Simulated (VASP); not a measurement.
Here is the system:

```
YSi
1.0
    0.00000     3.24338     3.24338
    3.24338     0.00000     3.24338
    3.24338     3.24338     0.00000
Y Si
1 1
Direct
  0.00000   0.00000   0.00000
  0.25000   0.25000   0.25000
```

Calculation: PBE GGA, VASP's PBE PAW potentials (set 64) (plane waves; VASP). Run with 400 eV cut-off, Gaussian smearing of 0.050 eV, potentials Y_sv Si.

Task: Estimate the band gap (along the path) with the smallest direct gap where there is one.

Result: 
- band gap (along the path) = none (metal, semimetal or under 0.01 eV)

Only differences to runs with the same potentials and settings are physical.

The structure was generated: YSi was put into the zinc blende type (F-43m), which need not be its known phase. It was relaxed first, which changed the volume by -19 %. The electron count is odd and the run is not spin-polarised, which forces a metal.
